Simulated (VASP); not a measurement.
# BeZn2Te3 (P3m1) in VASP: single point with r2SCAN

Aim: the single point of BeZn2Te3 with r2SCAN.

Program: VASP 6.6.1. These are calculated values, not measurements. Logs are shortened: lines on timing, memory, paths and dates and some standing lists are left out, and cuts for length are marked.

**1. The crystal as given**

Symmetry: P3m1, No. 156, trigonal system. The conventional cell has a = 4.252 Å, b = 4.252 Å, c = 10.446 Å, α = 90.00°, β = 90.00°, γ = 120.00°. Be (site symmetry 3m) is surrounded by 4 Te at 2.45 to 2.56 Å. Around Zn (site symmetry 3m) lie 4 Te at 2.64 to 2.66 Å. Around Zn (site symmetry 3m) lie 4 Te at 2.64 to 2.67 Å. Te (site symmetry 3m) has 1 Be at 2.45 Å and 3 Zn at 2.64 Å as nearest neighbours. Around Te (site symmetry 3m) lie 3 Be at 2.56 Å and 1 Zn at 2.67 Å. Te (site symmetry 3m) has 4 Zn at 2.64 to 2.66 Å as nearest neighbours.

The cell was built by a generator and needn't be a form met in nature.

**2. Single point, r2SCAN**

File INCAR:

```
  PREC = Accurate
  ENCUT = 520
  EDIFF = 1E-6
  ISMEAR = 0
  SIGMA = 0.03
  LREAL = False
  LASPH = True
  NELM = 150
  ALGO = Normal
  ISIF = 2
  LWAVE = False
  LCHARG = False
  METAGGA = R2SCAN
  LMIXTAU = True
  NBANDS = 31
  KPAR = 2
```

File KPOINTS:

```
Automatic mesh
0
Gamma
  8 8 4
```

File POSCAR:

```
BeZn2Te3
1.0
    4.2520210000      0.0000000000      0.0000000000
   -2.1260110000      3.6823580000      0.0000000000
    0.0000000000      0.0000000000     10.4457200000
Be Zn Te
1 2 3
Direct
    0.0000000000      0.0000000000      0.0005030000
    0.6666670000      0.3333330000      0.3274230000
    0.3333330000      0.6666670000      0.6746900000
    0.0000000000      0.0000000000      0.2350790000
    0.3333330000      0.6666670000      0.9302710000
    0.6666670000      0.3333330000      0.5819630000
```

Potentials or basis: VASP PAW PBE potentials, release 64 (Be, Zn, Te).

Run with:

```bash
$ cat potpaw_PBE.64/Be/POTCAR potpaw_PBE.64/Zn/POTCAR potpaw_PBE.64/Te/POTCAR > POTCAR
$ mpirun -np 2 vasp_std > vasp.out
```

OUTCAR:

```text
PREC = Accurate
   ENCUT = 520
   EDIFF = 1E-6
   ISMEAR = 0
   LREAL = False
   LASPH = True
   NELM = 150
   ISIF = 2
   METAGGA = R2SCAN

 ion  position               nearest neighbor table
   1  0.000  0.000  0.001-   4 2.45   5 2.56   5 2.56   5 2.56
   2  0.667  0.333  0.327-   4 2.64   4 2.64   4 2.64   6 2.66
   3  0.333  0.667  0.675-   6 2.64   6 2.64   6 2.64   5 2.67
   4  0.000  0.000  0.235-   1 2.45   2 2.64   2 2.64   2 2.64
   5  0.333  0.667  0.930-   1 2.56   1 2.56   1 2.56   3 2.67
   6  0.667  0.333  0.582-   3 2.64   3 2.64   3 2.64   2 2.66

  LATTYP: Found a hexagonal cell.
 ALAT       =     4.2520210000
 C/A-ratio  =     2.4566482621

  Lattice vectors:

 A1 = (   4.2520210000,   0.0000000000,   0.0000000000)
 A2 = (  -2.1260110000,   3.6823580000,   0.0000000000)
 A3 = (   0.0000000000,   0.0000000000,  10.4457200000)

Analysis of symmetry for initial positions (statically):
=====================================================================
 Subroutine PRICEL returns:
 Original cell was already a primitive cell.

 Routine SETGRP: Setting up the symmetry group for a
 hexagonal supercell.

 Subroutine GETGRP returns: Found  6 space group operations
 (whereof  6 operations were pure point group operations)
 out of a pool of 24 trial point group operations.

The static configuration has the point symmetry C_3v.

Analysis of symmetry for dynamics (positions and initial velocities):
=====================================================================
 Subroutine PRICEL returns:
 Original cell was already a primitive cell.

 Routine SETGRP: Setting up the symmetry group for a
 hexagonal supercell.

 Subroutine GETGRP returns: Found  6 space group operations
 (whereof  6 operations were pure point group operations)
 out of a pool of 24 trial point group operations.

The dynamic configuration has the point symmetry C_3v.

 Subroutine INISYM returns: Found  6 space group operations
 (whereof  6 operations are pure point group operations),
 and found     1 'primitive' translations

----------------------------------------------------------------------------------------

                                     Primitive cell

  volume of cell :     163.5535

  direct lattice vectors                    reciprocal lattice vectors
     4.252021000  0.000000000  0.000000000     0.235182282  0.135782593  0.000000000
    -2.126011000  3.682358000  0.000000000     0.000000000  0.271565122  0.000000000
     0.000000000  0.000000000 10.445720000     0.000000000  0.000000000  0.095732989

  length of vectors
     4.252021000  4.252021074 10.445720000     0.271565127  0.271565122  0.095732989

  position of ions in fractional coordinates (direct lattice)
     0.000000000  0.000000000  0.000503000
     0.666667000  0.333333000  0.327423000
     0.333333000  0.666667000  0.674690000
     0.000000000  0.000000000  0.235079000
     0.333333000  0.666667000  0.930271000
     0.666667000  0.333333000  0.581963000

  ion indices of the primitive-cell ions
   primitive index   ion index
                 1           1
                 2           2
                 3           3
                 4           4
                 5           5
                 6           6

----------------------------------------------------------------------------------------

 KPOINTS: Automatic mesh

Automatic generation of k-mesh.
 Grid dimensions read from file:
 generate k-points for:    8    8    4

 Generating k-lattice:

  Cartesian coordinates                     Fractional coordinates (reciprocal lattice)
     0.029397785  0.016972824  0.000000000     0.125000000 -0.000000000  0.000000000
     0.000000000  0.033945640  0.000000000     0.000000000  0.125000000  0.000000000
     0.000000000  0.000000000  0.023933247     0.000000000  0.000000000  0.250000000

  Length of vectors
     0.033945641  0.033945640  0.023933247

  Shift w.r.t. Gamma in fractional coordinates (k-lattice)
     0.000000000  0.000000000  0.000000000

 Subroutine IBZKPT returns following result:
 ===========================================

 Found     35 irreducible k-points:

 Following reciprocal coordinates:
            Coordinates               Weight
  0.000000  0.000000  0.000000      1.000000
  0.125000 -0.000000  0.000000      6.000000
  0.250000 -0.000000  0.000000      6.000000
  0.375000  0.000000  0.000000      6.000000
  0.500000 -0.000000  0.000000      3.000000
  0.125000  0.125000  0.000000      6.000000
[... 16 lines left out ...]
 -0.125000  0.500000  0.250000     12.000000
  0.250000  0.250000  0.250000     12.000000
 [... further k-points ...]
   k-points           NKPTS =     35   k-points in BZ     NKDIM =     35   number of bands    NBANDS=     31
   number of dos      NEDOS =    301   number of ions     NIONS =      6
   total plane-waves  NPLWV =  81920
   dimension x,y,z NGX =    32 NGY =   32 NGZ =   80
   dimension x,y,z NGXF=    64 NGYF=   64 NGZF=  160
   ions per type =               1   2   3
   NGX,Y,Z   is equivalent  to a cutoff of  12.51, 12.51, 12.73 a.u.
   NGXF,Y,Z  is equivalent  to a cutoff of  25.02, 25.02, 25.46 a.u.
 SYSTEM =  unknown system
   PREC   = accura    normal or accurate (medium, high low for compatibility)
   ISTART =      0    job   : 0-new  1-cont  2-samecut
   ICHARG =      2    charge: 1-file 2-atom 10-const
   ISPIN  =      1    spin polarized calculation?
   LNONCOLLINEAR =      F non collinear calculations
   LSORBIT =      F    spin-orbit coupling
   LASPH  =      T    aspherical Exc in radial PAW
   ENCUT  =  520.0 eV  38.22 Ry    6.18 a.u.   7.91  7.91 19.42*2*pi/ulx,y,z
   NELM   =    150;   NELMIN=  2; NELMDL= -5     # of ELM steps
   EDIFF  = 0.1E-05   stopping-criterion for ELM
   LREAL  =      F    real-space projection
[... 7 lines left out ...]
   TEBEG  =    0.0;   TEEND  =   0.0 temperature during run
   PSTRESS=    0.0 pullay stress
   NELECT =      44.0000    total number of electrons
   NUPDOWN=      -1.0000    fix difference up-down
   EMIN   =  10.00;   EMAX   =-10.00  energy-range for DOS
   EFERMI =   0.00;   METHOD = LEGACY
   ISMEAR =     0;   SIGMA  =   0.03  broadening in eV -4-tet -1-fermi 0-gaus
   EFERMI_NEDOS =   21; number of points for ismear=-14 and -15
   IALGO  =     38    algorithm
   IMIX   =      4    mixing-type and parameters
     AMIX     =   0.40;   BMIX     =  1.00
     AMIX_MAG =   1.60;   BMIX_MAG =  1.00
  volume/ion in A,a.u.               =      27.26       183.95
  Fermi-wavevector in a.u.,A,eV,Ry     =   1.056832  1.997122 15.196252  1.116893
  Thomas-Fermi vector in A             =   2.192082
   LORBIT       =      0    0 simple, 1 ext, 2 COOP (PROOUT), +10 PAW based schemes
   METAGGA = R2SCAN    functional components
   LHFCALC =     F    Hartree Fock is set to
   AEXX    =    0.0000 exact exchange contribution
   IVDW    =     0    specifies the selected vdW correction
   LEPSILON=     F    determine dielectric tensor
   LRPA    =     F    only Hartree local field effects (RPA)
 non-spin polarized calculation
 Gauss-broadening in eV      SIGMA  =   0.03
  energy-cutoff  :      520.00
  volume of cell :      163.55
 maximum number of plane-waves:      4426
   NGX = 15   NGY = 15   NGZ = 39

 number of electron      44.0000003 magnetization

 Free energy of the ion-electron system (eV)
  ---------------------------------------------------
  ext. energy  EPLUGINS =         0.00000000
  ---------------------------------------------------
  free energy    TOTEN  =      -101.43229173 eV

  energy without entropy =     -101.43229173  energy(sigma->0) =     -101.43229173

 E-fermi :   3.4456     XC(G=0):  -9.3582

 val. band max:        3.2930353763   @ k =   0.0000   0.0000   0.0000
 cond. band min:       5.4508785797   @ k =   0.0000   0.0000   0.0000
 fundamental gap:      2.1578432034
 Fermi energy:         3.4455864946

 k-point     1 :       0.0000    0.0000    0.0000
  band No.  band energies     occupation
      1      -8.9614      2.00000
      2      -8.3248      2.00000
      3      -8.1296      2.00000
      4      -3.8080      2.00000
      5      -3.8080      2.00000
      6      -3.7713      2.00000
[... 23 lines left out ...]
     30       8.5259      0.00000
     31       8.9824      0.00000

 k-point     2 :       0.1250   -0.0000    0.0000
  band No.  band energies     occupation
      1      -8.8556      2.00000
      2      -8.2428      2.00000
      3      -8.0543      2.00000
      4      -3.7992      2.00000
      5      -3.7971      2.00000
      6      -3.7625      2.00000
[... 23 lines left out ...]
     30       8.7696      0.00000
     31       8.8534      0.00000

 k-point     3 :       0.2500   -0.0000    0.0000
  band No.  band energies     occupation
      1      -8.5655      2.00000
      2      -8.0354      2.00000
      3      -7.8660      2.00000
      4      -3.7726      2.00000
      5      -3.7680      2.00000
      6      -3.7471      2.00000
[... 23 lines left out ...]
     30       9.3764      0.00000
     31       9.5163      0.00000

 k-point     4 :       0.3750    0.0000    0.0000
  band No.  band energies     occupation
      1      -8.1864      2.00000
      2      -7.8400      2.00000
      3      -7.6668      2.00000
      4      -3.7521      2.00000
      5      -3.7474      2.00000
      6      -3.7122      2.00000
[... 23 lines left out ...]
     30       9.7110      0.00000
     31       9.8440      0.00000

 k-point     5 :       0.5000   -0.0000    0.0000
  band No.  band energies     occupation
      1      -7.9303      2.00000
      2      -7.8353      2.00000
      3      -7.5750      2.00000
      4      -3.7452      2.00000
      5      -3.7430      2.00000
      6      -3.7042      2.00000
[... 23 lines left out ...]
     30       9.6691      0.00000
     31      10.3939      0.00000
[... 542 lines left out ...]
     30       9.1797      0.00000
     31       9.7699      0.00000

 k-point    22 :       0.3750    0.1250    0.2500
  band No.  band energies     occupation
      1      -7.9870      2.00000
      2      -7.7323      2.00000
      3      -7.6317      2.00000
      4      -3.7501      2.00000
      5      -3.7334      2.00000
      6      -3.7072      2.00000
[... 23 lines left out ...]
     30       9.5862      0.00000
     31      10.8100      0.00000

 k-point    23 :      -0.1250    0.5000    0.2500
  band No.  band energies     occupation
      1      -7.9417      2.00000
      2      -7.8379      2.00000
      3      -7.5697      2.00000
      4      -3.7507      2.00000
      5      -3.7356      2.00000
      6      -3.7043      2.00000
[... 23 lines left out ...]
     30       9.2822      0.00000
     31      10.6647      0.00000

 k-point    24 :       0.2500    0.2500    0.2500
  band No.  band energies     occupation
      1      -7.9823      2.00000
      2      -7.7878      2.00000
      3      -7.5880      2.00000
      4      -3.7552      2.00000
      5      -3.7281      2.00000
      6      -3.7059      2.00000
[... 23 lines left out ...]
     30       9.4761      0.00000
     31      10.1281      0.00000

 [... further k-points ...]
[... 5 lines left out ...]
  --------------------------------------------------------------------------------------
  -------------------------------------------------------------------------------------
  Total       -1.1287262     -1.1287261     -1.1919274      0.0000002      0.0000000      0.0000000
  in kB      -11.0570532    -11.0570520    -11.6761751      0.0000015      0.0000000      0.0000000
  external PRESSURE =     -11.2634267 kB  Pullay stress =       0.0000000 kB

 VOLUME and BASIS-vectors are now :
 -----------------------------------------------------------------------------
  energy-cutoff  :      520.00
  volume of cell :      163.55
      direct lattice vectors                 reciprocal lattice vectors
     4.252021000  0.000000000  0.000000000     0.235182282  0.135782593  0.000000000
    -2.126011000  3.682358000  0.000000000     0.000000000  0.271565122  0.000000000
     0.000000000  0.000000000 10.445720000     0.000000000  0.000000000  0.095732989

 POSITION                                       TOTAL-FORCE (eV/Angst)
 -----------------------------------------------------------------------------------
      0.00000      0.00000      0.00525        -0.000000      0.000000      0.007326
      2.12601      1.22745      3.42017         0.000000      0.000000      0.001234
     -0.00000      2.45491      7.04762        -0.000000      0.000000     -0.029173
      0.00000      0.00000      2.45557        -0.000000      0.000000      0.140986
     -0.00000      2.45491      9.71735         0.000000      0.000000     -0.135235
      2.12601      1.22745      6.07902        -0.000000     -0.000000      0.014864
 -----------------------------------------------------------------------------------
    total drift:                                0.000247     -0.000138     -0.002031

  FREE ENERGIE OF THE ION-ELECTRON SYSTEM (eV)
  ---------------------------------------------------
  free  energy   TOTEN  =      -101.4322917268 eV

  energy  without entropy=     -101.4322917268  energy(sigma->0) =     -101.43229173
```

Run time: 3.4 min. Hardware: 2 MPI ranks of Intel Xeon Platinum 8559C (Emerald Rapids), shared host; peak memory 0.4 GiB.

What came out:

| Quantity | Value |
| --- | --- |
| Free energy | -101.4323 eV |
| Pressure | -1.1 GPa |
| Largest force | 0.141 eV/Å |
| Band gap on the k mesh | 2.16 eV, direct |

Forces in eV/Å, atoms in the order of the input:
```
Be   0.000  0.000  0.007
Zn   0.000  0.000  0.001
Zn   0.000  0.000 -0.029
Te   0.000  0.000  0.141
Te   0.000  0.000 -0.135
Te   0.000  0.000  0.015
```

Levels at points of the mesh, in eV from the valence-band top:
| k point | band 18 | band 19 | band 20 | band 21 | band 22 | band 23 | band 24 | band 25 | band 26 | band 27 |
| --- | --- | --- | --- | --- | --- | --- | --- | --- | --- | --- |
| (0.00, 0.00, 0.00) | -0.59 | -0.59 | -0.17 | 0.00 | 0.00 | 2.16 | 2.65 | 2.79 | 4.15 | 4.15 |
| (0.50, 0.00, 0.00) | -2.45 | -2.15 | -2.11 | -1.46 | -1.26 | 2.44 | 2.61 | 3.31 | 3.44 | 4.94 |
| (0.00, 0.00, 0.50) | -1.25 | -0.39 | -0.39 | -0.19 | -0.19 | 2.48 | 2.90 | 3.08 | 4.28 | 4.28 |
| (0.50, 0.00, 0.50) | -2.82 | -2.38 | -1.84 | -1.07 | -0.95 | 2.31 | 2.67 | 3.10 | 3.90 | 4.27 |

Caveat: the PAW data sets were made with another functional, which shifts forces and pressure a little; spin-orbit coupling is left out, which moves the levels of the heavy elements. A k mesh can miss the band edges.
